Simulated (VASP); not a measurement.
# Sc3Al5N8 (Cm) in VASP: notebook, part 2 of 2

VASP 6.6.1. The steps go on from the part before.

## 3. Relaxation of cell and atoms, PBEsol

INCAR

```
  PREC = Accurate
  ENCUT = 520
  EDIFF = 1E-6
  ISMEAR = 0
  SIGMA = 0.03
  LREAL = F
  LASPH = T
  NELM = 60
  ALGO = Fast
  ISIF = 3
  LWAVE = F
  LCHARG = F
  GGA = PS
  IBRION = 2
  NSW = 40
  EDIFFG = -0.02
```

KPOINTS

```
Automatic mesh
0
Gamma
  4 4 5
```

POSCAR

```
Sc3Al5N8
1.0
    6.4490000000      0.0000000000      0.0000000000
   -3.2245000000      5.5849978290      0.0000000000
    0.0000000000      0.0000000000      4.9445000000
Al Sc N
5 3 8
Direct
    0.1666666667      0.3333333333      0.0000000000
    0.1666666667      0.8333333333      0.0000000000
    0.6666666667      0.3333333333      0.0000000000
    0.3333333333      0.6666666667      0.5000000000
    0.8333333333      0.6666666667      0.5000000000
    0.6666666667      0.8333333333      0.0000000000
    0.3333333333      0.1666666667      0.5000000000
    0.8333333333      0.1666666667      0.5000000000
    0.1666666667      0.3333333333      0.3820000000
    0.1666666667      0.8333333333      0.3820000000
    0.6666666667      0.3333333333      0.3820000000
    0.6666666667      0.8333333333      0.3820000000
    0.3333333333      0.1666666667      0.8820000000
    0.3333333333      0.6666666667      0.8820000000
    0.8333333333      0.1666666667      0.8820000000
    0.8333333333      0.6666666667      0.8820000000
```

Potentials or basis: VASP PAW PBE potentials, release 64 (Al, Sc_sv, N).

The run is started by

```sh
cat potpaw_PBE.64/Al/POTCAR potpaw_PBE.64/Sc_sv/POTCAR potpaw_PBE.64/N/POTCAR > POTCAR
mpirun -np 1 vasp_std > vasp.out
```

OUTCAR:

```text
PREC = Accurate
   ENCUT = 520
   EDIFF = 1E-6
   ISMEAR = 0
   LREAL = F
   LASPH = T
   NELM = 60
   ISIF = 3
   GGA = PS
   IBRION = 2
   NSW = 40
   EDIFFG = -0.02

 ion  position               nearest neighbor table
   1  0.167  0.333  0.000-   9 1.89  13 1.95  14 1.95  15 1.95   7 3.09   7 3.09   4 3.09   4 3.09
                             8 3.09   8 3.09   6 3.22   2 3.22   2 3.22   6 3.22   3 3.22   3 3.22
   2  0.167  0.833  0.000-  10 1.89  14 1.95  13 1.95  16 1.95   4 3.09   4 3.09   7 3.09   7 3.09
                             5 3.09   5 3.09   1 3.22   3 3.22   1 3.22   3 3.22   6 3.22   6 3.22
   3  0.667  0.333  0.000-  11 1.89  15 1.95  16 1.95  13 1.95   8 3.09   8 3.09   5 3.09   5 3.09
                             7 3.09   7 3.09   6 3.22   2 3.22   6 3.22   2 3.22   1 3.22   1 3.22
   4  0.333  0.667  0.500-  14 1.89  10 1.95   9 1.95  12 1.95   2 3.09   2 3.09   1 3.09   1 3.09
                             6 3.09   6 3.09   8 3.22   7 3.22   7 3.22   8 3.22   5 3.22   5 3.22
   5  0.833  0.667  0.500-  16 1.89  12 1.95  11 1.95  10 1.95   6 3.09   6 3.09   3 3.09   3 3.09
[... 492 lines left out ...]
  free energy    TOTEN  =      -133.38717997 eV

  energy without entropy =     -133.38717997  energy(sigma->0) =     -133.38717997

 E-fermi :   4.8925     XC(G=0): -11.0125

 val. band max:        4.6530040042   @ k =   0.0000   0.0000   0.0000
 cond. band min:       8.0735596534   @ k =   0.0000   0.0000   0.0000
 fundamental gap:      3.4205556492
 Fermi energy:         4.8925381701

 k-point     1 :       0.0000    0.0000    0.0000
  band No.  band energies     occupation
      1     -42.1331      2.00000
      2     -42.0388      2.00000
      3     -41.9947      2.00000
      4     -21.1268      2.00000
      5     -21.0399      2.00000
      6     -21.0099      2.00000
[... 1333 lines left out ...]
     52       9.9932      0.00000
     53      10.0838      0.00000

 [... further k-points ...]
[... 5 lines left out ...]
  --------------------------------------------------------------------------------------
  -------------------------------------------------------------------------------------
  Total       -0.0484393     -0.0484829     -0.0818469      0.0000000      0.0279201      0.0000000
  in kB       -0.4141701     -0.4145432     -0.6998147      0.0000000      0.2387254      0.0000000
  external PRESSURE =      -0.5095093 kB  Pullay stress =       0.0000000 kB
[... 31 lines left out ...]
  FREE ENERGIE OF THE ION-ELECTRON SYSTEM (eV)
  ---------------------------------------------------
  free  energy   TOTEN  =      -133.3871799668 eV

  energy  without entropy=     -133.3871799668  energy(sigma->0) =     -133.38717997

 reached required accuracy - stopping structural energy minimisation
```

CONTCAR:

```text
Sc3Al5N8
   1.00000000000000
     6.5491541465418983    0.0000000000000000    0.0000000000000000
    -3.2745770732709492    5.7316596769552373    0.0087832700033554
     0.0000000000000000    0.0080577223401198    4.9918916858401357
  Al              Sc              N
     5     3     8
Direct
     0.1684978192408750    0.3401178035832966    0.9977174505249465
     0.1614335207719722    0.8228670414439353    0.9967240744201356
     0.6716199844424300    0.3401178035832966    0.9977174505249465
     0.3274947057519096    0.6646446811149304    0.4973134586383728
     0.8371499752630116    0.6646446811149304    0.4973134586383728
     0.6624334684328340    0.8248669367656593    0.9845882787414805
[... 8 lines left out ...]
     0.8407366951264779    0.1814733903529645    0.9120467247166527
     0.8439339987177172    0.6551175554908872    0.8768985138202795

  0.00000000E+00  0.00000000E+00  0.00000000E+00
  0.00000000E+00  0.00000000E+00  0.00000000E+00
  0.00000000E+00  0.00000000E+00  0.00000000E+00
  0.00000000E+00  0.00000000E+00  0.00000000E+00
  0.00000000E+00  0.00000000E+00  0.00000000E+00
  0.00000000E+00  0.00000000E+00  0.00000000E+00
[... 8 lines left out ...]
  0.00000000E+00  0.00000000E+00  0.00000000E+00
  0.00000000E+00  0.00000000E+00  0.00000000E+00
```

It took 49 min on 1 thread of Intel Xeon Platinum 8259CL at 2.50GHz (Skylake/Cascade Lake), shared host; peak memory 0.43 GiB.

Results:

```
Free energy                            : -133.3872 eV
Relaxed volume                         : 11.71 Å³/atom
Relaxed cell                           : a = 6.549 Å, b = 6.601 Å, c = 4.992 Å, α = 89.84°, β = 90.00°, γ = 119.74°
Space group after relaxing (to 0.05 Å) : Cm (No. 8)
Energy gained by relaxing              : 152.2 meV/atom
Ionic steps                            : 17
Pressure after relaxing                : -0.1 GPa
Largest force after relaxing           : 0.011 eV/Å
Band gap on the k mesh                 : 3.42 eV, direct
```

Forces on the atoms (eV/Å):
```
Al   0.000  0.001 -0.005
Al   0.000  0.000  0.006
Al   0.000  0.001 -0.005
Al   0.007 -0.009  0.001
Al  -0.007 -0.009  0.001
Sc   0.000  0.009 -0.006
Sc   0.000 -0.001  0.006
Sc   0.000  0.000 -0.005
N    0.005  0.003  0.000
N    0.000  0.003  0.002
N   -0.005  0.003  0.000
N    0.000 -0.004 -0.001
N    0.000 -0.008  0.004
N    0.006  0.002  0.002
N    0.000  0.006 -0.002
N   -0.006  0.002  0.002
```

The path:
```csv
step,energy change (eV),largest force (eV/Å),pressure (GPa),volume (Å³)
1,0.0000,4.3026,15.11,178.09
2,-1.2312,1.0508,-14.00,206.47
3,-2.1183,0.8987,-4.86,193.84
4,-2.1191,0.9368,-4.53,193.51
5,-2.3955,0.3436,0.86,187.01
6,-2.3960,0.3200,0.64,187.25
7,-2.4170,0.1876,-0.08,187.90
8,-2.4179,0.1669,-0.25,188.07
9,-2.4258,0.0824,-0.10,187.80
10,-2.4275,0.1049,0.01,187.62
11,-2.4321,0.0806,0.02,187.45
12,-2.4322,0.0806,0.02,187.42
13,-2.4338,0.0474,-0.02,187.40
14,-2.4339,0.0523,-0.03,187.39
15,-2.4343,0.0272,0.03,187.32
16,-2.4343,0.0237,0.04,187.31
17,-2.4345,0.0111,-0.05,187.38
```

Final structure:
```
CELL_PARAMETERS angstrom
6.54915 0.00000 0.00000
-3.27458 5.73166 0.00878
0.00000 0.00806 4.99189
ATOMIC_POSITIONS crystal
Al 0.16850 0.34012 0.99772
Al 0.16143 0.82287 0.99672
Al 0.67162 0.34012 0.99772
Al 0.32749 0.66464 0.49731
Al 0.83715 0.66464 0.49731
Sc 0.66243 0.82487 0.98459
Sc 0.33316 0.16632 0.48107
Sc 0.83798 0.17596 0.48554
N 0.18114 0.35762 0.37476
N 0.15649 0.81298 0.37753
N 0.67649 0.35762 0.37476
N 0.65848 0.81695 0.41266
N 0.33179 0.16358 0.91247
N 0.31118 0.65512 0.87690
N 0.84074 0.18147 0.91205
N 0.84393 0.65512 0.87690
```

Levels at points of the mesh, in eV from the valence-band top:
| k point | band 41 | band 42 | band 43 | band 44 | band 45 | band 46 | band 47 | band 48 |
| --- | --- | --- | --- | --- | --- | --- | --- | --- |
| (0.00, 0.00, 0.00) | -0.54 | -0.45 | -0.05 | 0.00 | 3.42 | 3.54 | 3.73 | 4.07 |
| (0.50, 0.00, 0.00) | -0.43 | -0.35 | -0.16 | -0.05 | 3.65 | 3.95 | 4.02 | 4.21 |
| (0.00, 0.50, 0.00) | -0.30 | -0.27 | -0.21 | -0.06 | 3.55 | 3.78 | 4.18 | 4.40 |

Caveat: the PAW data sets were made with another functional, which shifts forces and pressure a little; an odd mesh through Γ misses points on the zone boundary, where band edges often lie.
